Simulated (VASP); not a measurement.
Consider the following.

```yaml
crystal:
  lattice:
    - [0.00000, 2.44487, 2.44487]
    - [2.44487, 0.00000, 2.44487]
    - [2.44487, 2.44487, 0.00000]
  atoms:
    - { symbol: Li, position: [0.00000, 0.00000, 0.00000] }
    - { symbol: Br, position: [0.50000, 0.50000, 0.50000] }
```

All values below come from PBE GGA, VASP's PBE PAW potentials (set 64) (plane waves; VASP 6.6.1). Numerical set-up: 620 eV cut-off, 9×9×9 Γ-centred mesh, Gaussian smearing of 0.050 eV, potentials Li_sv Br.

Q: What does the run give for the energy per atom (σ→0), pressure?

A: 
- energy per atom (σ→0) = -3.034 eV/atom
- pressure = 20.06 GPa

Total energies compare only between runs with the same potentials, cut-off and functional.

The compound is LiBr in the rock salt structure. It was relaxed first under an external pressure of 20 GPa.
